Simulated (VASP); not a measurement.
An input for Ansatz (written as the equivalent of a VASP run, and not itself run):

Ansatz 0.2 input:
```yaml
crystal:
  lattice:
    - [0.0000000, 2.3100000, 2.3100000]
    - [2.3100000, 0.0000000, 2.3100000]
    - [2.3100000, 2.3100000, 0.0000000]
  atoms:
    - { symbol: Li, position: [0.2500000, 0.2500000, 0.2500000] }
    - { symbol: Li, position: [0.7500000, 0.7500000, 0.7500000] }
    - { symbol: O, position: [0.0000000, 0.0000000, 0.0000000] }
kpoints:
  mp_grid: { grid: [9, 9, 9] }
hamiltonian:
  xc: r2scan
  pseudopotentials: { kind: paw }
scf:
  occupations: { method: gaussian, width: 0.05 }
  max_iter: 100
relax:
  max_steps: 60
  f_tol: 0.01
  cell: {}
output: { forces: true, stress: true, eigenvalues: true }
```

### Question
Translate this input to VASP (INCAR, KPOINTS, POSCAR, choice of POTCAR).

### Answer
Several could match; the one computed here: 
### KPOINTS
```
Automatic mesh
0
Gamma
9 9 9
0 0 0
```

**INCAR**
```
SYSTEM = Li2O
PREC = Accurate
ENCUT = 520
EDIFF = 1E-6
NELM = 100
ALGO = Normal
LREAL = .FALSE.
LASPH = .TRUE.
ISMEAR = 0
SIGMA = 0.05
METAGGA = R2SCAN
LMIXTAU = .TRUE.
LWAVE = .FALSE.
LCHARG = .FALSE.
IBRION = 2
ISIF = 3
NSW = 60
EDIFFG = -0.01
```

POSCAR:
```
Li2O
1
    0.0000000000     2.3100000000     2.3100000000
    2.3100000000     0.0000000000     2.3100000000
    2.3100000000     2.3100000000     0.0000000000
Li O
2 1
Direct
  0.2500000000   0.2500000000   0.2500000000
  0.7500000000   0.7500000000   0.7500000000
  0.0000000000   0.0000000000   0.0000000000
```

POTCAR, in this order: Li_sv O (PBE.64 set). Program: vasp_std.

Limits of the translation: each code has its own PAW files, so the cut-off isn't converted (ENCUT is set for VASP's; basis.ecutwfc is left out, and Ansatz then takes the one that its files recommend); Ansatz stops its SCF on the density residual and VASP on the energy change (EDIFF).

The compound is Li2O in the antifluorite structure. This run relaxes it. Symmetry was kept, so distortions that lower it aren't found.
